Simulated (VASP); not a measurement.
Output of a VASP run:

File OSZICAR:
```
       N       E                     dE             d eps       ncg     rms          rms(c)
DAV:   1     0.235402845977E+03    0.23540E+03   -0.16757E+04   720   0.120E+03
DAV:   2    -0.351984574340E+02   -0.27060E+03   -0.26574E+03   752   0.346E+02
DAV:   3    -0.577102034601E+02   -0.22512E+02   -0.22246E+02  1048   0.771E+01
DAV:   4    -0.590761661550E+02   -0.13660E+01   -0.13608E+01   986   0.174E+01
DAV:   5    -0.591178766004E+02   -0.41710E-01   -0.41630E-01   912   0.242E+00    0.269E+01
DAV:   6    -0.601399201663E+02   -0.10220E+01   -0.16891E+02   806   0.357E+01    0.140E+01
DAV:   7    -0.543505992208E+02    0.57893E+01   -0.15007E+02   888   0.394E+01    0.989E+00
DAV:   8    -0.509933397922E+02    0.33573E+01   -0.26306E+01   802   0.172E+01    0.608E+00
DAV:   9    -0.502204824663E+02    0.77286E+00   -0.61825E+00   824   0.902E+00    0.196E+00
DAV:  10    -0.501817299681E+02    0.38752E-01   -0.82192E-01   892   0.326E+00    0.103E+00
DAV:  11    -0.501753479774E+02    0.63820E-02   -0.15486E-01   904   0.136E+00    0.755E-01
DAV:  12    -0.501744060157E+02    0.94196E-03   -0.14534E-01   790   0.130E+00    0.569E-01
DAV:  13    -0.501654192654E+02    0.89868E-02   -0.41291E-02   804   0.562E-01    0.147E-01
DAV:  14    -0.501654823206E+02   -0.63055E-04   -0.36906E-03   834   0.226E-01    0.953E-02
DAV:  15    -0.501654673310E+02    0.14990E-04   -0.35850E-03   876   0.185E-01    0.714E-02
DAV:  16    -0.501656118132E+02   -0.14448E-03   -0.24412E-03   798   0.141E-01    0.586E-02
DAV:  17    -0.501658335734E+02   -0.22176E-03   -0.66519E-04   752   0.927E-02    0.232E-02
DAV:  18    -0.501660494363E+02   -0.21586E-03   -0.11925E-04   778   0.412E-02    0.181E-02
DAV:  19    -0.501662821414E+02   -0.23271E-03   -0.18591E-04   790   0.377E-02    0.164E-02
DAV:  20    -0.501663271865E+02   -0.45045E-04   -0.29838E-05   636   0.175E-02    0.508E-03
DAV:  21    -0.501663556262E+02   -0.28440E-04   -0.46930E-06   592   0.711E-03    0.109E-03
DAV:  22    -0.501663601992E+02   -0.45730E-05   -0.45402E-07   486   0.292E-03    0.901E-04
DAV:  23    -0.501663611870E+02   -0.98777E-06   -0.29190E-07   436   0.191E-03
   1 F= -.50166361E+02 E0= -.50091831E+02  d E =-.149061E+00
```

**OUTCAR**
```
------------------------ aborting loop because EDIFF is reached ----------------------------------------
  FORCE on cell =-STRESS in cart. coord.  units (eV):
  Direction    XX          YY          ZZ          XY          YZ          ZX
  --------------------------------------------------------------------------------------
  Total       -5.9561920     -5.9561940     -5.2486284      0.0000000      0.0000000      0.0000000
  in kB      -63.4029512    -63.4029729    -55.8710218      0.0000000      0.0000000      0.0000000
  external PRESSURE =     -60.8923153 kB  Pullay stress =       0.0000000 kB
  volume of cell :      150.51
      direct lattice vectors                 reciprocal lattice vectors
     3.170000000  0.000000000  0.000000000     0.315457413  0.182129391  0.000000000
    -1.585000000  2.745301000  0.000000000     0.000000000  0.364258783  0.000000000
     0.000000000  0.000000000 17.295000000     0.000000000  0.000000000  0.057820179
 POSITION                                       TOTAL-FORCE (eV/Angst)
 -----------------------------------------------------------------------------------
      0.00000      0.00000      7.76501         0.000000     -0.000000     -0.951329
      0.00000      0.00000     11.29500         0.000000     -0.000000     -1.113496
      1.58500      0.91510      6.00000         0.000000     -0.000000      0.689197
     -0.00000      1.83020      6.00000        -0.000000      0.000000      0.689197
      1.58500      0.91510      9.52999         0.000000     -0.000000      0.343216
     -0.00000      1.83020      9.52999        -0.000000      0.000000      0.343216
 -----------------------------------------------------------------------------------
    total drift:                                0.000000      0.000000     -0.000430
  FREE ENERGIE OF THE ION-ELECTRON SYSTEM (eV)
  ---------------------------------------------------
  free  energy   TOTEN  =       -50.1663611870 eV

  energy  without entropy=      -50.0173002212  energy(sigma->0) =      -50.09183070
```
(Selected blocks of OUTCAR.)

**POSCAR**
```
ZrB2
1
    3.1700000000     0.0000000000     0.0000000000
   -1.5850000000     2.7453010000     0.0000000000
    0.0000000000     0.0000000000    17.2950000000
Zr B
2 4
Direct
  0.0000000000   0.0000000000   0.4489740000
  0.0000000000   0.0000000000   0.6530790000
  0.6666670000   0.3333330000   0.3469210000
  0.3333330000   0.6666670000   0.3469210000
  0.6666670000   0.3333330000   0.5510260000
  0.3333330000   0.6666670000   0.5510260000
```

### Question
Reconstruct the remaining input files.

### Answer
One answer among several that fit: the input of the run itself, LDA (Ceperley-Alder, Perdew-Zunger), plane waves, VASP's LDA PAW potentials (set 64).

### INCAR
```
# general
SYSTEM  = ZrB2
PREC    = Accurate
ENCUT   = 400   # plane-wave cut-off (eV)
LREAL   = .False.   # projection in real space or not
LASPH   = .True.

# electronic loop
EDIFF   = 1E-6   # SCF stop (eV)
NELM    = 100   # most electronic steps
ALGO    = Normal   # blocked Davidson
LMAXMIX = 4   # l cut-off of mixed one-centre charges

# smearing
ISMEAR  = -1   # Fermi-Dirac
SIGMA   = 0.1   # width (eV)

# ions
ISIF    = 2   # forces and stress, cell fixed

# output
LWAVE   = .False.
LCHARG  = .False.
```

File KPOINTS:
```
Automatic mesh
0
Gamma
10 10 1
0 0 0
```

POTCAR, in this order: Zr_sv B (LDA.64 set). Program: vasp_std.

At this cut-off the stress carries a Pulay error, which pulls relaxed volumes low. The cell holds a wide vacuum, so values per volume refer to the whole cell.

The cell is a sheet with vacuum, built from a generated structure.
